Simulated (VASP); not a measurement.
Consider the following.

```yaml
crystal:
  lattice:
    - [1.64292, -2.84562, 0.00000]
    - [1.64292, 2.84562, 0.00000]
    - [0.00000, 0.00000, 13.86045]
  atoms:
    - { symbol: W, position: [0.33333, 0.66667, 0.25000] }
    - { symbol: W, position: [0.66667, 0.33333, 0.75000] }
    - { symbol: Se, position: [0.33333, 0.66667, 0.87034] }
    - { symbol: Se, position: [0.66667, 0.33333, 0.37034] }
    - { symbol: Se, position: [0.66667, 0.33333, 0.12966] }
    - { symbol: Se, position: [0.33333, 0.66667, 0.62966] }
```

Computed with MS2 meta-GGA, VASP's PBE PAW potentials (set 64) (plane waves; VASP). Settings: 520 eV cut-off, 7×7×2 Γ-centred mesh, Gaussian smearing of 0.050 eV, potentials W_sv Se.

**Question.** Estimate the energy per atom (σ→0).

**Answer.** 
```yaml
energy per atom (σ→0): -2.203 eV/atom
```

The compound is WSe2 in the 2H layered structure. It was relaxed first, which changed the volume by +7 %. The start is the result of an earlier pass.
